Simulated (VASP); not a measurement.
Data:

```yaml
crystal:
  lattice:
    - [3.52856, 0.00000, 0.00000]
    - [0.00000, 3.52856, 0.00000]
    - [0.00000, 0.00000, 3.52856]
  atoms:
    - { symbol: Al, position: [0.00000, 0.00000, 0.00000] }
    - { symbol: Ni, position: [0.00000, 0.50000, 0.50000], spin: 0.3 }
    - { symbol: Ni, position: [0.50000, 0.00000, 0.50000], spin: 0.3 }
    - { symbol: Ni, position: [0.50000, 0.50000, 0.00000], spin: 0.3 }
```

Calculation: PBE GGA with D4 dispersion, VASP's PBE PAW potentials (set 64) (plane waves; VASP 6.6.1). Settings: 520 eV cut-off, 10×10×10 Γ-centred mesh, tetrahedra with Blöchl corrections, potentials Al Ni.

The cores are frozen, which limits the accuracy of field gradients.

Q: Give the principal components of the electric field gradient (V/Å²) and the asymmetry η at each nucleus.

A: 
```json
[
 {"atom": "Al1", "Vxx": "0.0", "Vyy": "0.0", "Vzz": "0.0", "η": "-"},
 {"atom": "Ni2", "Vxx": "6.4", "Vyy": "6.4", "Vzz": "-12.8", "η": "0.00"},
 {"atom": "Ni3", "Vxx": "6.4", "Vyy": "6.4", "Vzz": "-12.8", "η": "0.00"},
 {"atom": "Ni4", "Vxx": "6.4", "Vyy": "6.4", "Vzz": "-12.8", "η": "0.00"}
]
```

The compound is Ni3Al in the L1_2 structure. It was relaxed first.
